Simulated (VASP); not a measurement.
Consider the following.

```
CELL_PARAMETERS angstrom
      3.91685     0.00000     0.00000
      0.00000     3.91685     0.00000
      0.00000     0.00000     3.91685
ATOMIC_POSITIONS crystal
  K  0.00000 0.00000 0.00000
  Ta 0.50000 0.50000 0.50000
  O  0.50000 0.00000 0.50000
  O  0.00000 0.50000 0.50000
  O  0.50000 0.50000 0.00000
```

Level of theory: vdW-DF-cx, VASP's PBE PAW potentials (set 64) (plane waves; VASP). Settings: 520 eV cut-off, 6×6×6 Γ-centred mesh, Gaussian smearing of 0.050 eV, potentials K_sv Ta_pv O.

Q: Give the stress tensor in GPa (positive for a compressed cell).

A: 
```
14.28   0.00   0.00
 0.00  14.28   0.00
 0.00   0.00  14.28
```
The pressure is its mean diagonal, 14.28 GPa.

The compound is KTaO3 in the cubic perovskite structure. This cell is one point of a volume scan, at 0.94 of the reference volume.
